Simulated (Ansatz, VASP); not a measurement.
# Sb (Antimony): VASP beside Ansatz

Wanted: the spread between two codes on one cell, functional and k mesh. The structure shown comes from an earlier Ansatz run, which isn't shown and may have moved the atoms alone.

Method: plane waves, with VASP 6.6.1 beside it; elastic constants at LDA, in Ansatz 0.2.0.

## Step 1: Starting point

The structure is trigonal, space group R-3m (No. 166). Conventional cell: a = 4.294 Å, b = 4.294 Å, c = 10.967 Å, α = 90.00°, β = 90.00°, γ = 120.00°. Nearest to Sb lie 3 Sb at 2.91 Å.

## Step 2: Ansatz: elastic constants, LDA

Ansatz runs on its default PAW (the set named soft_2) files.

Elastic constants are differences of stresses under small strains, so they test the stress and the mesh.

Contents of input.yaml:

```yaml
crystal:
  lattice:
    - [2.1468454834, 1.2394818178, 3.6557378046]
    - [-2.1468454834, 1.2394818178, 3.6557378046]
    - [0.0, -2.4789636355, 3.6557378046]
  atoms:
    - { symbol: Sb, position: [0.2358879596, 0.2358879596, 0.2358879596] }
    - { symbol: Sb, position: [0.7641120404, 0.7641120404, 0.7641120404] }
kpoints:
  mp_grid: { grid: [12, 12, 12] }
hamiltonian:
  xc: lda
scf:
  occupations: { method: gaussian, width: 0.05 }
output:
  forces: true
  stress: true
  eigenvalues: true
elastic:
  mode: relaxed_ion
  stencil: two_point
  amplitude: 0.002
```

Started as:

```bash
ansatz run input.yaml --threads 4 --pin off --max-ram 16384MiB --backend cpu --events-out ev --progress --plain --runs-dir out
```

Numbers of over 12 decimals in the logs are rounded to 6 here.

What it wrote:

```text
Engine: ansatz 0.2.0, aarch64-unknown-linux-gnu
Pseudopotentials: kind: paw
Pseudopotential: Sb, paw, valence charge 15, recommended cutoff 420 eV (normal), Sb.paw.azcp
Functional definition: SPW92
  exchange = slater_x
  correlation = pw_c
Crystal: 2 atoms, lattice volume = 58.367 Å³
Basis set: ecut = 420 eV, 1153 PW (Γ)
Bands: 19, of which v1, the nominal top of the filled ones, is band 15 counted from 1 (14 counted from 0)
Symmetry: 12 space group operations
Space group: R-3m (ITA 166), of the structure as read, at distance tolerance 3.9e-5 Å
k-points: 189 of 1728
Non-local potential: Sb, projectors of the file, l = 0: 2, l = 1: 2, l = 2: 2, l = 3: 2
PAW form: soft (Blöchl's): semilocal exchange-correlation on the pseudo side does not see the compensation charge
PAW frozen core: Sb, regenerated for the run's functional, and the local potential with it (the file was generated under x = pbe(κ = 0.804, μ = 0.219515), c = pbe(β = 0.066725))
PAW one-centre angular grid: Sb, 590 points (default); XC on 64 Gauss nodes
Initial density: superposition of atomic densities (neutral atoms: chi_scale 0, normalization atom), corrected by the library's trained network
Initial wavefunctions: pseudopotential atomic-orbital guess
Functional: x = slater, c = lda
SCF iter   1: F=—  HF=-12671.647482 eV  |F-HF|=—  |Δ(HF+E_count)|=         —  Δρ=6.53e-3  dr2=1.05e-2  ethr=1.77e-3  ⟨swp⟩=6.3  Hψ=19130  notcnv=0
preconditioner: auto → none  [insulator: Δε(μ)=0.094 eV  Ē_g=8.816 eV  σ=0.050 eV  W_gap=0.51  n_scr=14 (ndim 8)  ℏωp=15.4 eV  f_vac=0.001  D(μ)=0.10/eV (n_scr^D=0)  ε∞_Penn≈4.0]
SCF iter   2: F=—  HF=-12671.641916 eV  |F-HF|=—  |Δ(HF+E_count)|=   5.57e-3  Δρ=2.88e-3  dr2=1.93e-3  ethr=3.50e-5  ⟨swp⟩=2.0  Hψ=6300  notcnv=0
SCF iter   3: F=—  HF=-12671.641369 eV  |F-HF|=—  |Δ(HF+E_count)|=   5.48e-4  Δρ=5.84e-4  dr2=3.06e-4  ethr=6.43e-6  ⟨swp⟩=2.0  Hψ=6303  notcnv=0
SCF iter   4: F=—  HF=-12671.641247 eV  |F-HF|=—  |Δ(HF+E_count)|=   1.21e-4  Δρ=1.01e-4  dr2=5.09e-6  ethr=1.02e-6  ⟨swp⟩=2.0  Hψ=6429  notcnv=0
SCF iter   5: F=—  HF=-12671.641246 eV  |F-HF|=—  |Δ(HF+E_count)|=   1.07e-6  Δρ=7.10e-5  dr2=1.77e-6  ethr=1.70e-8  ⟨swp⟩=2.0  Hψ=6429  notcnv=0
SCF iter   6: F=—  HF=-12671.641245 eV  |F-HF|=—  |Δ(HF+E_count)|=   1.54e-6  Δρ=4.41e-6  dr2=8.51e-9  ethr=5.91e-9  ⟨swp⟩=2.0  Hψ=6429  notcnv=0
SCF iter   7: F=—  HF=-12671.641245 eV  |F-HF|=—  |Δ(HF+E_count)|=   2.38e-9  Δρ=1.64e-6  dr2=1.40e-9  ethr=2.84e-11  ⟨swp⟩=2.0  Hψ=6370  notcnv=0
SCF iter   8: F=—  HF=-12671.641245 eV  |F-HF|=—  |Δ(HF+E_count)|=  8.40e-10  Δρ=2.91e-7  dr2=3.60e-11  ethr=4.66e-12  ⟨swp⟩=2.0  Hψ=6429  notcnv=0
SCF iter   9: F=-12671.641245 eV  HF=-12671.641245 eV  |F-HF|=5.46e-12  |Δ(HF+E_count)|=  2.55e-11  Δρ=1.11e-8  dr2=3.48e-14  ethr=1.00e-12  ⟨swp⟩=4.2  Hψ=17417  notcnv=0
SCF 1 converged in 9 iterations: F = -12671.641245 eV  dr2 = 3.48e-14
  greatest PAW one-centre occupation: 0.998 electrons in one spin orbital (limit 2), on the Sb atom at site 1 (counted from 0), in its partial waves of l = 2
relax step   1: F+E_penalty+E_count = -12671.64124486 eV  Δ(F+E_penalty+E_count) = +0.000e0 eV  max|allowed force component| = 2.031e-3 eV/Å  Δτ_max = 0.0000 Å  (9 SCF iters, accepted)
[...]
relax step   1: F+E_penalty+E_count = -12671.64119902 eV  Δ(F+E_penalty+E_count) = +0.000e0 eV  max|allowed force component| = 6.978e-3 eV/Å  Δτ_max = 0.0000 Å  (8 SCF iters, accepted)
[...]
relax step   2: F+E_penalty+E_count = -12671.64121335 eV  Δ(F+E_penalty+E_count) = -1.434e-5 eV  max|allowed force component| = 1.557e-4 eV/Å  Δτ_max = 0.0021 Å  (8 SCF iters, accepted)
[...]
relax step   3: F+E_penalty+E_count = -12671.64121336 eV  Δ(F+E_penalty+E_count) = -7.545e-9 eV  max|allowed force component| = 3.893e-6 eV/Å  Δτ_max = 0.0000 Å  (6 SCF iters, accepted)
iter 1 solved again at ethr=1.00e-12 eV; its pass at ethr=3.10e-3 eV (dr2=1.09e-14 eV) is discarded
SCF iter   1: F=—  HF=-12671.641213 eV  |F-HF|=—  |Δ(HF+E_count)|=         —  Δρ=4.10e-9  dr2=9.01e-15  ethr=1.00e-12  ⟨swp⟩=2.0  Hψ=51848  notcnv=0
SCF iter   2: F=-12671.641213 eV  HF=-12671.641213 eV  |F-HF|=3.64e-12  |Δ(HF+E_count)|=  5.46e-12  Δρ=2.50e-9  dr2=4.19e-15  ethr=1.00e-12  ⟨swp⟩=4.1  Hψ=28609  notcnv=0
SCF 28 converged in 2 iterations: F = -12671.641213 eV  dr2 = 4.19e-15
SCF converged after 14 iterations
Free energy (F): -12671.641245 eV
Harris-Foulkes:  -12671.641245 eV  (|F-HF|=7.28e-12)
Internal energy: -12671.641112 eV  (E = F + TS)
E sigma→0 (E₀):  -12671.641179 eV
Entropy (-TS):   -0.000133 eV (-0.067 meV/atom)
Fermi energy:    10.176990 eV
--- Per-component energies (eV) ---
  E_band       = -332.096913
  E_kinetic    = 417.610376
  E_local      = -3142.530851  (includes V_loc(G=0)·N_el)
  E_nonlocal   = 732.723342
  E_hartree    = 1422.950165
  E_xc         = -276.435984
  E_vxc        = -195.547471  (∫ρ·V_xc dr)
  E_paw        = -8853.042245  (= ΣΔE_a)
  E_vpaw       = -990.252634  (= ΣTr[D̂ρ^β])
  E_aug_tail   = -0.000004  (compensation charges beyond the density's cutoff)
  E_ewald      = -2974.033558
  E_core_change = 1.117647  (= ΣΔE_core)
  E_smearing   = -0.000133  (= −TS)
  E_closure    = 0.000000  (closes the sum)
  Σ components = -12671.641245   (vs F -12671.641245, Δ=0.00e0)
--- Forces (eV/Å), atoms counted from 1 ---
  atom   1  Sb    -0.00000000     0.00000000    -0.00000092
  atom   2  Sb     0.00000000    -0.00000000     0.00000092
  max |Σ_I F_I| component: 9.25e-18 eV/Å
--- Stress (GPa, compression-positive) ---
        0.004853       0.000000       0.000000
        0.000000       0.004853      -0.000000
        0.000000      -0.000000      -0.005424
  P = ⅓ Tr σ = 0.0014 GPa (0.014 kbar)
--- Band table (eV; the first three rows and the last of 189) ---
  k-point 0: bands = [... 11 lower, 5.4813, 8.2458, 8.3907, 8.3907, 12.5978, 13.0838, 13.0838, 15.3028]
  k-point 1: bands = [... 11 lower, 5.0940, 8.2692, 8.3823, 8.5795, 12.5032, 12.8555, 12.8563, 14.9871]
  k-point 2: bands = [... 11 lower, 4.2103, 8.2911, 8.3670, 8.9490, 12.1281, 12.2934, 12.3139, 14.8313]
  k-point 188: bands = [... 11 lower, 0.9567, 8.9682, 8.9682, 9.7623, 10.1822, 10.1822, 11.1798, 17.6138]
--- Elastic constants: 3 strain directions × 2 members + reference (group order 12) ---
  dense FFT box of the reference and of every strained cell: 30×30×30
  strains applied: 11, 33, 23; error gains: componentwise 1.00 (the most a stress slope's error grows in a printed constant), spectral 1.41 (1 for all six strains in a standard setting)
  reference relaxed by the batch: 3 steps; max|allowed force component| 2.03e-3 eV/Å at the deck's positions, 9.22e-7 at the last accepted step, 9.22e-7 by the solve of record
  largest displacement 2.2e-4 Å; the constants are those of the deck's cell at these positions:
  atoms:
    - { symbol: Sb, position: [0.235868, 0.235868, 0.235868] }
    - { symbol: Sb, position: [0.764132, 0.764132, 0.764132] }
  C = ∂σ_k/∂η_j (tension-positive GPa; Voigt order 11 22 33 23 13 12):
       107.461     31.173     29.582    -28.516      0.000      0.000
        31.173    107.461     29.582     28.516      0.000      0.000
        29.574     29.574     61.061     -0.000      0.000      0.000
       -28.458     28.458     -0.000     45.228      0.000      0.000
         0.000     -0.000      0.000     -0.000     45.228    -28.458
        -0.000      0.000     -0.000      0.000    -28.516     38.144
  reference stress σ⁰ (GPa):     -0.005     -0.005      0.005      0.000     -0.000     -0.000
  C* (energy form; C + prestress term) asymmetry max|C*_kj − C*_jk| = 5.853e-2 GPa — a small one proves nothing (zero by symmetry where the batch's group is 432, −43m or m−3m); a large one is finite-difference/SCF noise where every solve meets its electron count
  moduli (Voigt/Reuss/Hill, GPa): K = 50.74/47.14/48.94   G = 38.10/21.95/30.02   E = 74.77   ν = 0.245
  mechanically stable: yes (min eigenvalue of sym C = 12.98 GPa)
  strain η (Voigt 11):  stress-route row diagonal C_11 = 107.46 GPa, energy-path curvature d²(F+E_count+ΔE)/dδ²/Ω₀ = 107.41 GPa
         δ    σ_11 (GPa)             F (eV)   n_scf  n_hpsi   n_pw
    -2.000e-3      -0.2203      -12671.6411631       2   87770   1154   relax 4 steps, max|allowed force component| 2.70e-6 eV/Å
     2.000e-3       0.2095      -12671.6411719       6  118313   1157   relax 3 steps, max|allowed force component| 4.81e-6 eV/Å
  strain η (Voigt 33):  stress-route row diagonal C_33 = 61.06 GPa, energy-path curvature d²(F+E_count+ΔE)/dδ²/Ω₀ = 61.10 GPa
         δ    σ_33 (GPa)             F (eV)   n_scf  n_hpsi   n_pw
    -2.000e-3      -0.1173      -12671.6412060       2   34606   1155   relax 2 steps, max|allowed force component| 2.13e-5 eV/Å
     2.000e-3       0.1270      -12671.6411973       6   47165   1157   relax 2 steps, max|allowed force component| 2.46e-5 eV/Å
  strain η (Voigt 23):  stress-route row diagonal C_44 = 45.23 GPa, energy-path curvature d²(F+E_count+ΔE)/dδ²/Ω₀ = 45.22 GPa
         δ    σ_23 (GPa)             F (eV)   n_scf  n_hpsi   n_pw
    -2.000e-3      -0.0907      -12671.6412128       2   88052   1155   relax 4 steps, max|allowed force component| 1.17e-6 eV/Å
     2.000e-3       0.0902      -12671.6412134       2   88073   1155   relax 3 steps, max|allowed force component| 3.89e-6 eV/Å
```

(Part 1 of 2 ends here.)

[Lines on the potential files, build, host, timing and source positions are cut from VASP's logs without a mark.]

[Logs are printed without paths, hosts, clocks, repeated set-up lines and the standing remarks that a program may print on its own settings, such as how far it seeks lower states.]

[Hosts, paths, dates, database ids (printed as entryN), source tags and the programs' standing remarks are cut or masked in the printed files.]
